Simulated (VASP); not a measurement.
All values below come from PBEsol GGA, VASP's PBE PAW potentials (set 64) (plane waves; VASP 6.6.1).

The input files of a VASP run:

**KPOINTS**
```
kpoints
0
gamma
 10 10 8
0 0 0
```

File POSCAR:
```
Br
1.0
  3.7790462279   0.0000000753   0.0000000000
 -1.8895224845   3.2727497095   0.0000000000
  0.0000000000   0.0000000000   4.2141925944
Br
2
Direct
  0.3333330000   0.6666670000   0.2500000000
  0.6666670000   0.3333330000   0.7500000000
```

**INCAR**
```
SYSTEM = Br
PREC = Accurate
ENCUT = 400
EDIFF = 1E-6
NELM = 100
ALGO = Normal
LREAL = .FALSE.
LASPH = .TRUE.
ISMEAR = 1
SIGMA = 0.1
GGA = PS
LMAXMIX = 4
LWAVE = .FALSE.
LCHARG = .FALSE.
IBRION = 2
ISIF = 3
NSW = 60
EDIFFG = -0.01
```

POTCAR, in this order: Br (PBE.64 set). Program: vasp_std.

The run wrote:

OSZICAR:
```
       N       E                     dE             d eps       ncg     rms          rms(c)
DAV:   1     0.728928611962E+02    0.72893E+02   -0.54480E+03  1540   0.888E+02
DAV:   2     0.872132928491E+00   -0.72021E+02   -0.69552E+02  2340   0.167E+02
DAV:   3    -0.281014311627E+01   -0.36823E+01   -0.36281E+01  1861   0.444E+01
DAV:   4    -0.283942404157E+01   -0.29281E-01   -0.29226E-01  1813   0.476E+00
DAV:   5    -0.283972359036E+01   -0.29955E-03   -0.29950E-03  1855   0.446E-01    0.805E+00
DAV:   6    -0.282057335293E+01    0.19150E-01   -0.21733E-02  1825   0.847E-01    0.494E+00
DAV:   7    -0.281845462342E+01    0.21187E-02   -0.24151E-02  1753   0.970E-01    0.274E-01
DAV:   8    -0.281749757223E+01    0.95705E-03   -0.32345E-03  1759   0.357E-01    0.278E-02
DAV:   9    -0.281749365224E+01    0.39200E-05   -0.51847E-05  1906   0.525E-02    0.938E-03
DAV:  10    -0.281749451198E+01   -0.85974E-06   -0.66718E-07  1229   0.746E-03
   1 F= -.28174945E+01 E0= -.28164559E+01  d E =-.281749E+01
       N       E                     dE             d eps       ncg     rms          rms(c)
DAV:   1    -0.281910180552E+01   -0.16082E-02   -0.58871E-02  1669   0.168E+00    0.204E-01
DAV:   2    -0.281842931103E+01    0.67249E-03   -0.11840E-03  1744   0.252E-01    0.826E-02
DAV:   3    -0.281826143003E+01    0.16788E-03   -0.41611E-04  1862   0.120E-01    0.194E-02
DAV:   4    -0.281826373788E+01   -0.23079E-05   -0.12633E-05  1765   0.258E-02    0.118E-02
DAV:   5    -0.281826408110E+01   -0.34321E-06   -0.89471E-07  1154   0.807E-03
   2 F= -.28182641E+01 E0= -.28172173E+01  d E =-.769569E-03
       N       E                     dE             d eps       ncg     rms          rms(c)
DAV:   1    -0.282073440448E+01   -0.24707E-02   -0.13496E-01  1651   0.254E+00    0.306E-01
DAV:   2    -0.281921959722E+01    0.15148E-02   -0.26945E-03  1729   0.381E-01    0.124E-01
DAV:   3    -0.281883694552E+01    0.38265E-03   -0.95379E-04  1834   0.181E-01    0.297E-02
DAV:   4    -0.281884216411E+01   -0.52186E-05   -0.28954E-05  1711   0.390E-02    0.179E-02
DAV:   5    -0.281884334283E+01   -0.11787E-05   -0.22030E-06  1411   0.125E-02    0.158E-03
DAV:   6    -0.281884349294E+01   -0.15011E-06   -0.81780E-08   872   0.228E-03
   3 F= -.28188435E+01 E0= -.28178061E+01  d E =-.134898E-02
       N       E                     dE             d eps       ncg     rms          rms(c)
DAV:   1    -0.281904566499E+01   -0.20232E-03   -0.12192E-02  1669   0.762E-01    0.913E-02
DAV:   2    -0.281891069411E+01    0.13497E-03   -0.24171E-04  1723   0.115E-01    0.370E-02
DAV:   3    -0.281887656595E+01    0.34128E-04   -0.84127E-05  1840   0.540E-02    0.892E-03
DAV:   4    -0.281887705408E+01   -0.48812E-06   -0.25374E-06  1521   0.116E-02
   4 F= -.28188771E+01 E0= -.28178437E+01  d E =-.138254E-02
       N       E                     dE             d eps       ncg     rms          rms(c)
DAV:   1    -0.282339389838E+01   -0.45173E-02   -0.11505E-01  1606   0.237E+00    0.337E-01
DAV:   2    -0.282021851200E+01    0.31754E-02   -0.40157E-03  1666   0.439E-01    0.139E-01
DAV:   3    -0.281932590817E+01    0.89260E-03   -0.26614E-03  1672   0.326E-01    0.137E-01
DAV:   4    -0.281933463841E+01   -0.87302E-05   -0.30109E-05  1714   0.422E-02    0.683E-02
DAV:   5    -0.281932957314E+01    0.50653E-05   -0.25673E-05  1774   0.347E-02    0.979E-03
DAV:   6    -0.281932965857E+01   -0.85432E-07   -0.33516E-07   965   0.482E-03
   5 F= -.28193297E+01 E0= -.28183095E+01  d E =-.452604E-03
       N       E                     dE             d eps       ncg     rms          rms(c)
DAV:   1    -0.281963210355E+01   -0.30253E-03   -0.77518E-03  1600   0.613E-01    0.885E-02
DAV:   2    -0.281941791330E+01    0.21419E-03   -0.27067E-04  1678   0.114E-01    0.360E-02
DAV:   3    -0.281935748603E+01    0.60427E-04   -0.17903E-04  1681   0.845E-02    0.358E-02
DAV:   4    -0.281935825194E+01   -0.76591E-06   -0.17248E-06  1357   0.105E-02
   6 F= -.28193583E+01 E0= -.28183414E+01  d E =-.481198E-03
       N       E                     dE             d eps       ncg     rms          rms(c)
DAV:   1    -0.282039133648E+01   -0.10339E-02   -0.30573E-02  1588   0.122E+00    0.174E-01
DAV:   2    -0.281954168184E+01    0.84965E-03   -0.10716E-03  1687   0.227E-01    0.719E-02
DAV:   3    -0.281930211821E+01    0.23956E-03   -0.71090E-04  1660   0.169E-01    0.723E-02
DAV:   4    -0.281930477481E+01   -0.26566E-05   -0.78134E-06  1720   0.216E-02    0.381E-02
DAV:   5    -0.281930360702E+01    0.11678E-05   -0.67423E-06  1669   0.180E-02    0.491E-03
DAV:   6    -0.281930365356E+01   -0.46545E-07   -0.86396E-08   839   0.246E-03
   7 F= -.28193037E+01 E0= -.28182891E+01  d E =-.426599E-03
       N       E                     dE             d eps       ncg     rms          rms(c)
DAV:   1    -0.281984952126E+01   -0.54591E-03   -0.13895E-02  1588   0.820E-01    0.117E-01
DAV:   2    -0.281946510040E+01    0.38442E-03   -0.48586E-04  1672   0.153E-01    0.482E-02
DAV:   3    -0.281935739847E+01    0.10770E-03   -0.32063E-04  1642   0.113E-01    0.490E-02
DAV:   4    -0.281935754323E+01   -0.14476E-06   -0.31763E-06  1716   0.140E-02
   8 F= -.28193575E+01 E0= -.28183401E+01  d E =-.480489E-03
       N       E                     dE             d eps       ncg     rms          rms(c)
DAV:   1    -0.281939796409E+01   -0.40566E-04   -0.10308E-03  1606   0.224E-01    0.317E-02
DAV:   2    -0.281936799208E+01    0.29972E-04   -0.37287E-05  1678   0.423E-02    0.136E-02
DAV:   3    -0.281935971231E+01    0.82798E-05   -0.24893E-05  1657   0.315E-02    0.141E-02
DAV:   4    -0.281935961970E+01    0.92615E-07   -0.30493E-07   866   0.431E-03
   9 F= -.28193596E+01 E0= -.28183420E+01  d E =-.482566E-03
```

### OUTCAR
```
------------------------ aborting loop because EDIFF is reached ----------------------------------------
  FORCE on cell =-STRESS in cart. coord.  units (eV):
  Direction    XX          YY          ZZ          XY          YZ          ZX
  --------------------------------------------------------------------------------------
  Total        0.0043472      0.0043471     -0.0077675      0.0000000      0.0000000      0.0000000
  in kB        0.1348327      0.1348327     -0.2409204      0.0000000      0.0000000      0.0000000
  external PRESSURE =       0.0095817 kB  Pullay stress =       0.0000000 kB
  volume of cell :       51.66
      direct lattice vectors                 reciprocal lattice vectors
     3.738489420  0.000000066  0.000000000     0.267487714  0.154434068  0.000000000
    -1.869244095  3.237626498  0.000000000    -0.000000005  0.308868237 -0.000000000
    -0.000000000  0.000000000  4.267730757    -0.000000000 -0.000000000  0.234316562
 POSITION                                       TOTAL-FORCE (eV/Angst)
 -----------------------------------------------------------------------------------
     -0.00000      2.15842      1.06693        -0.000000     -0.000000      0.000000
      1.86925      1.07921      3.20080         0.000000      0.000000      0.000000
 -----------------------------------------------------------------------------------
    total drift:                                0.000248     -0.000143      0.000298
  FREE ENERGIE OF THE ION-ELECTRON SYSTEM (eV)
  ---------------------------------------------------
  free  energy   TOTEN  =        -2.8193596197 eV

  energy  without entropy=       -2.8163067872  energy(sigma->0) =       -2.81834201

 reached required accuracy - stopping structural energy minimisation
```
(Selected blocks of OUTCAR.)

File CONTCAR:
```
Br
   1.00000000000000
     3.7384894204947439    0.0000000659363786    0.0000000000000000
    -1.8692440949619231    3.2376264979161271    0.0000000000000000
    -0.0000000000000000    0.0000000000000000    4.2677307566931670
  Br
     2
Direct
     0.3333330000000032    0.6666669999999968    0.2500000000000000
     0.6666669999999968    0.3333330000000032    0.7500000000000000
```

The structure was generated: Br was put into the hcp type (P6_3/mmc), which need not be its known phase. This run relaxes it. Symmetry was kept, so distortions that lower it aren't found. The start is the result of an earlier pass.
